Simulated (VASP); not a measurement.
```xyz
3
Lattice="0.0000 2.6788 2.6788 2.6788 0.0000 2.6788 2.6788 2.6788 0.0000" Properties=species:S:1:pos:R:3 pbc="T T T"
Ca     0.0000     0.0000     0.0000
F      1.3394     1.3394     1.3394
F      4.0182     4.0182     4.0182
```

Computed with revTPSS meta-GGA, VASP's PBE PAW potentials (set 64) (plane waves; VASP). Run with 520 eV cut-off, 7×7×7 Γ-centred mesh, Gaussian smearing of 0.050 eV, potentials Ca_sv F.

Question: The job: CaF₂ (fluorite), 3 atoms, revTPSS, static run, 520 eV, 7×7×7 Γ-centred mesh. Roughly how much core time does it take on a busy server core?

Answer: About 2 core-minutes (one run on a shared machine, a rough figure). It had 20 irreducible k-points, 16 bands, up to 1047 plane waves and 22 electronic steps.

The compound is CaF2 in the fluorite structure. This cell is one point of a volume scan, at 0.94 of the reference volume.
